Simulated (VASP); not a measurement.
Energy against volume of Eu (bcc). Level of theory: vdW-DF2, VASP's PBE PAW potentials (set 64) (plane waves; VASP 6.6.1). Settings: 520 eV cut-off, 12×12×12 Γ-centred mesh, first-order Methfessel-Paxton smearing of 0.10 eV, potentials Eu_2.

The 4f electrons are frozen in the core of the lanthanide potential, so 4f levels, which can set the real gap, and their magnetism are missing.

```json
[
 {"V (Å³/atom)": "42.469", "E (eV/atom)": "0.86084"},
 {"V (Å³/atom)": "43.825", "E (eV/atom)": "0.85538"},
 {"V (Å³/atom)": "45.180", "E (eV/atom)": "0.85402"},
 {"V (Å³/atom)": "46.536", "E (eV/atom)": "0.85615"}
]
```

Q: Fit these four points and predict the energy of the run at 47.891 Å³/atom.

A: A cubic in V^(−2/3), the third-order Birch-Murnaghan form, passes through the four points with V0 = 45.00 Å³/atom and B0 = 14 GPa, and gives 0.8613 eV/atom there. The run gave 0.8612 eV/atom, -0.0 meV/atom from the fit; all five points give B0 = 14 GPa.

The compound is Eu in the bcc structure. It was relaxed first, which changed the volume by -6 %.
